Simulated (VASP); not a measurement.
Computed with PBEsol GGA, VASP's PBE PAW potentials (set 64) (plane waves; VASP).

The input files of a VASP run:

INCAR:
```
SYSTEM = WC
PREC = Accurate; ENCUT = 620; LREAL = .FALSE.
LASPH = .TRUE.
EDIFF = 1E-6; NELM = 100; ALGO = Normal
LMAXMIX = 6
ISMEAR = 1; SIGMA = 0.1
GGA = PS
IBRION = 2; NSW = 40; ISIF = 3
EDIFFG = -0.02
LWAVE = .FALSE.; LCHARG = .FALSE.
```

### KPOINTS
```
Automatic mesh
0
Gamma
14 14 13
0 0 0
```

### POSCAR
```
WC
1
    1.4505020909    -2.5123433923     0.0000000000
    1.4505020909     2.5123433923     0.0000000000
   -0.0000000000     0.0000000000     2.8318696859
W C
1 1
Direct
  0.0000000000   0.0000000000   0.0000000000
  0.3333330000   0.6666670000   0.5000000000
```

POTCAR, in this order: W_sv C (PBE.64 set). Program: vasp_std.

The resulting files:

File OSZICAR:
```
       N       E                     dE             d eps       ncg     rms          rms(c)
DAV:   1     0.121677080963E+03    0.12168E+03   -0.10924E+04  4368   0.174E+03
DAV:   2    -0.223393546204E+02   -0.14402E+03   -0.14059E+03  5003   0.413E+02
DAV:   3    -0.267644670234E+02   -0.44251E+01   -0.43828E+01  5369   0.652E+01
DAV:   4    -0.268080621123E+02   -0.43595E-01   -0.43565E-01  4773   0.693E+00
DAV:   5    -0.268084166646E+02   -0.35455E-03   -0.35454E-03  5216   0.646E-01    0.335E+01
DAV:   6    -0.240096702918E+02    0.27987E+01   -0.87132E+00  4948   0.307E+01    0.934E+00
DAV:   7    -0.239339767549E+02    0.75694E-01   -0.36701E-01  4548   0.553E+00    0.627E+00
DAV:   8    -0.239022692808E+02    0.31707E-01   -0.71414E-02  4883   0.239E+00    0.759E-01
DAV:   9    -0.239012389765E+02    0.10303E-02   -0.38817E-03  4676   0.473E-01    0.143E-01
DAV:  10    -0.239010950472E+02    0.14393E-03   -0.28865E-04  5068   0.236E-01    0.630E-02
DAV:  11    -0.239010936943E+02    0.13530E-05   -0.23289E-05  4818   0.452E-02    0.103E-02
DAV:  12    -0.239010927114E+02    0.98289E-06   -0.42745E-06  4643   0.182E-02
   1 F= -.23901093E+02 E0= -.23901103E+02  d E =-.239011E+02
```

File OUTCAR:
```
------------------------ aborting loop because EDIFF is reached ----------------------------------------
  FORCE on cell =-STRESS in cart. coord.  units (eV):
  Direction    XX          YY          ZZ          XY          YZ          ZX
  --------------------------------------------------------------------------------------
  Total       -0.0109104     -0.0109104     -0.0075076      0.0000000      0.0000000     -0.0000000
  in kB       -0.8469373     -0.8469373     -0.5827902      0.0000000      0.0000000     -0.0000000
  external PRESSURE =      -0.7588882 kB  Pullay stress =       0.0000000 kB
  volume of cell :       20.64
      direct lattice vectors                 reciprocal lattice vectors
     1.450502091 -2.512343392  0.000000000     0.344708224 -0.199017380  0.000000000
     1.450502091  2.512343392  0.000000000     0.344708224  0.199017380  0.000000000
     0.000000000  0.000000000  2.831869686     0.000000000  0.000000000  0.353123594
 POSITION                                       TOTAL-FORCE (eV/Angst)
 -----------------------------------------------------------------------------------
      0.00000      0.00000      0.00000        -0.000000      0.000000      0.000000
      1.45050      0.83745      1.41593         0.000000     -0.000000      0.000000
 -----------------------------------------------------------------------------------
    total drift:                                0.000000     -0.000378      0.000000
  FREE ENERGIE OF THE ION-ELECTRON SYSTEM (eV)
  ---------------------------------------------------
  free  energy   TOTEN  =       -23.9010927114 eV

  energy  without entropy=      -23.9011228275  energy(sigma->0) =      -23.90110275

 reached required accuracy - stopping structural energy minimisation
```
(Selected blocks of OUTCAR.)

File OUTCAR:
```
 val. band max:       10.9781524257   @ k =   0.4286   0.0714   0.4615

 cond. band min:      11.0711508626   @ k =   0.5000  -0.0000   0.3846


 Fermi energy:        11.0086952163

 k-point     1 :       0.0000    0.0000    0.0000
  band No.  band energies     occupation
      1     -62.9158      2.00000
      2     -26.9045      2.00000
      3     -26.7958      2.00000
      4     -26.7958      2.00000
      5      -3.4618      2.00000
      6       6.6467      2.00000
      7       7.6581      2.00000
      8       7.6581      2.00000
      9      11.1236     -0.06894
     10      14.2585      0.00000
     11      14.2585      0.00000
     12      16.6914      0.00000
     13      16.6914      0.00000

 k-point     2 :       0.0714   -0.0000    0.0000
  band No.  band energies     occupation
      1     -62.9129      2.00000
      2     -26.8989      2.00000
      3     -26.8396      2.00000
      4     -26.8057      2.00000
      5      -3.3256      2.00000
      6       6.6902      2.00000
      7       7.4705      2.00000
      8       7.7852      2.00000
      9      10.7135      2.00024
     10      14.2091      0.00000
     11      14.7129      0.00000
     12      16.4096      0.00000
     13      16.5943      0.00000

 k-point     3 :       0.1429   -0.0000    0.0000
  band No.  band energies     occupation
      1     -62.9045      2.00000
      2     -26.9609      2.00000
      3     -26.8831      2.00000
      4     -26.8333      2.00000
      5      -2.9346      2.00000
      6       6.4878      2.00000
      7       7.3385      2.00000
      8       8.1504      2.00000
      9       9.8953      2.00000
     10      14.0737      0.00000
     11      15.6354      0.00000
     12      15.7283      0.00000
     13      16.3458      0.00000

 k-point     4 :       0.2143   -0.0000    0.0000
  band No.  band energies     occupation
      1     -62.8925      2.00000
      2     -27.1324      2.00000
      3     -26.8729      2.00000
...
```

Unless said otherwise, spin-orbit coupling is left out, though it shifts the bands of the heavy elements here.

The compound is WC in the wc structure. It was relaxed first.
